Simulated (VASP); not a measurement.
Consider the following.

```yaml
crystal:
  lattice:
    - [4.12450, 0.00000, 0.00000]
    - [-2.06225, 3.57192, 0.00000]
    - [0.00000, 0.00000, 6.72045]
  atoms:
    - { symbol: Cd, position: [0.66667, 0.33333, 0.99951] }
    - { symbol: Cd, position: [0.33333, 0.66667, 0.49951] }
    - { symbol: S, position: [0.66667, 0.33333, 0.37549] }
    - { symbol: S, position: [0.33333, 0.66667, 0.87549] }
```

Calculation: PBEsol GGA, VASP's PBE PAW potentials (set 64) (plane waves; VASP). Settings: 400 eV cut-off, 7×7×4 Γ-centred mesh, tetrahedra with Blöchl corrections, potentials Cd S.

Estimate the energy per atom (σ→0).

```
Quantity                       Result
---------------------  --------------
energy per atom (σ→0)  -3.407 eV/atom
```

The absolute energy has meaning only against runs of the same code, potentials and settings.

The structure comes from a measured CdS entry (P6_3mc) of the Crystallography Open Database, whose conditions weren't checked. It was relaxed first.
